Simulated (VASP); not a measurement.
SnTe (rock salt) relaxed at rising pressure, in one space group throughout; other phases were not tried. The pressures are those reached. These are PBE GGA, VASP's PBE PAW potentials (set 64) (plane waves; VASP) values and carry that method's errors.

| P (GPa) | V (Å³/atom) | k-mesh |
|---|---|---|
| -0.01 | 32.836 | 7×7×7 |
| 4.98 | 29.759 | 7×7×7 |
| 10.07 | 27.798 | 8×8×8 |
| 19.98 | 25.072 | 11×11×11 |
| 29.90 | 23.300 | 11×11×11 |

A change of mesh leaves a small step in the series.

Fit an equation of state and predict the volume at 45.00 GPa.

Least squares on the third-order Birch-Murnaghan form, P = (3B0/2)(y⁷ − y⁵)[1 + (3/4)(B′ − 4)(y² − 1)] with y = (V0/V)^(1/3), gives V0 = 32.821 Å³/atom, B0 = 42 GPa and B′ = 4.2, and so 21.376 Å³/atom. The run gave 21.389 Å³/atom, +0.1 % from the fit.

Pressures at which the relaxation failed are left out.

The compound is SnTe in the rock salt structure, which distorts at low temperature.
